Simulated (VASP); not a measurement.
All values below come from AM05 GGA, VASP's PBE PAW potentials (set 64) (plane waves; VASP).

A VASP calculation is set up with these files.

**POSCAR**
```
C
1
    1.2182800099    -2.1101223860     0.0000000000
    1.2182800099     2.1101223860     0.0000000000
    0.0000000000     0.0000000000     8.2376471436
C
4
Direct
  0.0000000000   0.0000000000   0.2500000000
  0.0000000000   0.0000000000   0.7500000000
  0.3333330000   0.6666670000   0.2500000000
  0.6666670000   0.3333330000   0.7500000000
```

INCAR:
```
# general
SYSTEM = C
PREC   = Accurate
ENCUT  = 520
LREAL  = F
LASPH  = T

# electronic loop
EDIFF  = 1E-7
NELM   = 100
ALGO   = Normal

# smearing
ISMEAR = 0
SIGMA  = 0.05

# functional
GGA    = AM

# ions
IBRION = 2
NSW    = 30
ISIF   = 4
EDIFFG = -0.01

# output
LWAVE  = F
LCHARG = F
```

**KPOINTS**
```
Automatic
0
Gamma
  10 10 3
0 0 0
```

POTCAR, in this order: C (PBE.64 set). Program: vasp_std.

Output of the run:

OSZICAR:
```
       N       E                     dE             d eps       ncg     rms          rms(c)
DAV:   1     0.633151994572E+02    0.63315E+02   -0.80404E+03   672   0.120E+03
DAV:   2    -0.353526743174E+02   -0.98668E+02   -0.88555E+02   968   0.236E+02
DAV:   3    -0.406092413928E+02   -0.52566E+01   -0.51953E+01   844   0.567E+01
DAV:   4    -0.406825927848E+02   -0.73351E-01   -0.73287E-01   844   0.784E+00
DAV:   5    -0.406842636873E+02   -0.16709E-02   -0.16701E-02   840   0.117E+00    0.954E+00
DAV:   6    -0.386703543150E+02    0.20139E+01   -0.18613E+00   808   0.957E+00    0.559E+00
DAV:   7    -0.379761052594E+02    0.69425E+00   -0.22992E+00   796   0.107E+01    0.140E+00
DAV:   8    -0.379916848718E+02   -0.15580E-01   -0.84838E-02   764   0.205E+00    0.139E-01
DAV:   9    -0.379917547401E+02   -0.69868E-04   -0.16585E-03   820   0.333E-01    0.939E-02
DAV:  10    -0.379927712438E+02   -0.10165E-02   -0.15005E-03   736   0.289E-01    0.602E-02
DAV:  11    -0.379927773166E+02   -0.60727E-05   -0.15660E-05   880   0.347E-02    0.709E-03
DAV:  12    -0.379927838352E+02   -0.65186E-05   -0.53550E-06   792   0.198E-02    0.355E-03
DAV:  13    -0.379927841089E+02   -0.27372E-06   -0.37051E-07   844   0.508E-03    0.465E-04
DAV:  14    -0.379927841037E+02    0.51991E-08   -0.26342E-08   584   0.134E-03
   1 F= -.37992784E+02 E0= -.37992784E+02  d E =-.379928E+02
       N       E                     dE             d eps       ncg     rms          rms(c)
DAV:   1    -0.381167441820E+02   -0.12396E+00   -0.40769E+00   672   0.174E+01    0.121E+00
DAV:   2    -0.380501531217E+02    0.66591E-01   -0.82148E-02   724   0.226E+00    0.705E-01
DAV:   3    -0.380179240898E+02    0.32229E-01   -0.93551E-02   780   0.214E+00    0.192E-01
DAV:   4    -0.380184141133E+02   -0.49002E-03   -0.40539E-03   728   0.498E-01    0.600E-02
DAV:   5    -0.380181978964E+02    0.21622E-03   -0.75863E-04   820   0.200E-01    0.171E-02
DAV:   6    -0.380182307571E+02   -0.32861E-04   -0.46612E-05   764   0.539E-02    0.153E-02
DAV:   7    -0.380182355691E+02   -0.48120E-05   -0.19947E-05   788   0.383E-02    0.233E-03
DAV:   8    -0.380182356747E+02   -0.10563E-06   -0.48794E-07   804   0.566E-03    0.128E-03
DAV:   9    -0.380182357101E+02   -0.35405E-07   -0.57667E-08   576   0.196E-03
   2 F= -.38018236E+02 E0= -.38018236E+02  d E =-.254516E-01
       N       E                     dE             d eps       ncg     rms          rms(c)
DAV:   1    -0.380204501574E+02   -0.22145E-02   -0.67291E-02   672   0.222E+00    0.154E-01
DAV:   2    -0.380193446320E+02    0.11055E-02   -0.14021E-03   716   0.294E-01    0.905E-02
DAV:   3    -0.380187955050E+02    0.54913E-03   -0.16494E-03   788   0.283E-01    0.258E-02
DAV:   4    -0.380187984191E+02   -0.29141E-05   -0.57756E-05   748   0.591E-02    0.108E-02
DAV:   5    -0.380187990410E+02   -0.62194E-06   -0.63365E-06   760   0.221E-02    0.223E-03
DAV:   6    -0.380187995111E+02   -0.47003E-06   -0.42707E-07   840   0.511E-03    0.194E-03
DAV:   7    -0.380187997479E+02   -0.23678E-06   -0.36123E-07   744   0.533E-03    0.118E-04
DAV:   8    -0.380187997355E+02    0.12352E-07   -0.94689E-09   552   0.821E-04
   3 F= -.38018800E+02 E0= -.38018800E+02  d E =-.260156E-01
```

File OUTCAR:
```
------------------------ aborting loop because EDIFF is reached ----------------------------------------
  FORCE on cell =-STRESS in cart. coord.  units (eV):
  Direction    XX          YY          ZZ          XY          YZ          ZX
  --------------------------------------------------------------------------------------
  Total        0.0858565      0.0858565      0.0882940     -0.0000000      0.0000000     -0.0000000
  in kB        3.2478507      3.2478491      3.3400578     -0.0000000      0.0000000     -0.0000000
  external PRESSURE =       3.2785858 kB  Pullay stress =       0.0000000 kB
  volume of cell :       42.35
      direct lattice vectors                 reciprocal lattice vectors
     1.230049345 -2.130507438 -0.000000000     0.406487758 -0.234685874  0.000000000
     1.230049345  2.130507438 -0.000000000     0.406487758  0.234685874  0.000000000
     0.000000000  0.000000000  8.080762814     0.000000000  0.000000000  0.123750693
 POSITION                                       TOTAL-FORCE (eV/Angst)
 -----------------------------------------------------------------------------------
      0.00000     -0.00000      2.02019         0.000000     -0.000000     -0.000000
      0.00000      0.00000      6.06057         0.000000      0.000000      0.000000
      1.23005      0.71017      2.02019        -0.000000      0.000000      0.000000
      1.23005     -0.71017      6.06057         0.000000     -0.000000     -0.000000
 -----------------------------------------------------------------------------------
    total drift:                               -0.000000     -0.000000      0.000000
  FREE ENERGIE OF THE ION-ELECTRON SYSTEM (eV)
  ---------------------------------------------------
  free  energy   TOTEN  =       -38.0187997355 eV

  energy  without entropy=      -38.0187997355  energy(sigma->0) =      -38.01879974

 reached required accuracy - stopping structural energy minimisation
```
(Selected blocks of OUTCAR.)

CONTCAR:
```
C
   1.00000000000000
     1.2300493445304079   -2.1305074380143592   -0.0000000000000000
     1.2300493445304079    2.1305074380143592   -0.0000000000000000
     0.0000000000000000    0.0000000000000000    8.0807628142507362
  C
     4
Direct
     0.0000000000000000    0.0000000000000000    0.2500000000000000
     0.0000000000000000    0.0000000000000000    0.7500000000000000
     0.3333330000000032    0.6666669999999968    0.2500000000000000
     0.6666669999999968    0.3333330000000032    0.7500000000000000
```

Without a dispersion term in the relaxation, distances and binding between the weakly bound layers, chains or molecules are unreliable, and so is what depends on them.

The compound is C in the graphite structure. This cell is one point of a volume scan, at 0.97 of the reference volume. Symmetry was kept, so distortions that lower it aren't found.
